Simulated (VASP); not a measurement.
Input of a VASP 6.6.1 run:

INCAR

```
  PREC = Normal
  ENCUT = 520
  EDIFF = 1E-5
  ISMEAR = 0
  SIGMA = 0.05
  LREAL = Auto
  LASPH = True
  NELM = 80
  ALGO = Fast
  ISIF = 2
  LWAVE = False
  LCHARG = False
  GGA = PE
  NBANDS = 55
```

KPOINTS

```
Automatic mesh
0
Gamma
  4 4 2
```

POSCAR

```
Al3BiO3
1.0
    3.7226500000      2.1492730000      2.2009900000
   -3.7226500000      2.1492730000      2.2009900000
    0.0000000000     -8.5970920000      4.4019800000
Al Bi O
6 2 6
Direct
    0.4628100000      0.0229740000      0.2314050000
    0.4628100000      0.0229740000      0.7314050000
    0.0229740000      0.4628100000      0.2314050000
    0.0229740000      0.4628100000      0.7314050000
    0.4628100000      0.4628100000      0.0114870000
    0.4628100000      0.4628100000      0.5114870000
    0.8694250000      0.8694250000      0.4347125000
    0.8694250000      0.8694250000      0.9347125000
    0.2681990000      0.2681990000      0.3230200000
    0.2681990000      0.2681990000      0.8230200000
    0.2681990000      0.6460400000      0.1340995000
    0.2681990000      0.6460400000      0.6340995000
    0.6460400000      0.2681990000      0.1340995000
    0.6460400000      0.2681990000      0.6340995000
```

Potentials or basis: VASP PAW PBE potentials, release 64 (Al, Bi_d, O).

Launch:

```bash
$ cat potpaw_PBE.64/Al/POTCAR potpaw_PBE.64/Bi_d/POTCAR potpaw_PBE.64/O/POTCAR > POTCAR
$ mpirun -np 1 vasp_std > vasp.out
```

**Question.** Predict the pressure.

**Answer.** 0.1 GPa.

**Question.** What does it give for the band gap on the k mesh?

**Answer.** 0.68 eV.

**Question.** Predict the largest force.

**Answer.** 0.019 eV/Å.

Forces on the atoms (eV/Å):
```
Al   0.007 -0.005  0.017
Al   0.007 -0.005  0.017
Al  -0.007 -0.005  0.017
Al  -0.007 -0.005  0.017
Al   0.000  0.005  0.001
Al   0.000  0.005  0.001
Bi   0.000  0.006  0.004
Bi   0.000  0.006  0.004
O    0.000 -0.001 -0.016
O    0.000 -0.001 -0.016
O    0.001  0.000 -0.012
O    0.001  0.000 -0.012
O   -0.001  0.000 -0.012
O   -0.001  0.000 -0.012
```

Caveat: spin-orbit coupling is left out, which as a rule narrows the gap of such compounds by several tenths of an eV. A k mesh can miss the band edges.
